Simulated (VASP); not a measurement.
Here is the system:

```xyz
4
Lattice="3.1140 0.0000 0.0000 -1.5570 2.6968 0.0000 0.0000 0.0000 4.5766" Properties=species:S:1:pos:R:3 pbc="T T T"
Li     0.0000     1.7979     4.4976
Li     1.5570     0.8989     2.2093
H      0.0000     1.7979     1.7953
H      1.5570     0.8989     4.0836
```

Method: r2SCAN meta-GGA, VASP's PBE PAW potentials (set 64) (plane waves; VASP). Run with 520 eV cut-off, 9×9×6 Γ-centred mesh, tetrahedra with Blöchl corrections, potentials Li_sv H.

The path is coarsely sampled, so an indirect gap can come out somewhat too large.

Question: Give the energies of bands 3 to 7 at the high-symmetry points, in eV from the valence-band maximum.

Answer: 
| band | Γ | M | K | A | L | H |
|---|---|---|---|---|---|---|
| 3 | -3.90 | -1.31 | -0.64 | -2.69 | -1.04 | -0.70 |
| 4 | -0.28 | -0.74 | -0.64 | -2.69 | -1.04 | -0.70 |
| 5 | 4.66 | 5.61 | 4.06 | 10.07 | 5.93 | 5.88 |
| 6 | 13.99 | 9.05 | 9.07 | 10.07 | 5.93 | 5.88 |
| 7 | 14.63 | 9.13 | 9.07 | 16.28 | 12.34 | 8.82 |

The gap is indirect, 4.06 eV, from the valence maximum at K-Γ at 0.40 to the conduction minimum at K.

The structure was generated: LiH was put into the wurtzite type (P6_3mc), which need not be its known phase. It was relaxed first, which changed the volume by +55 %.
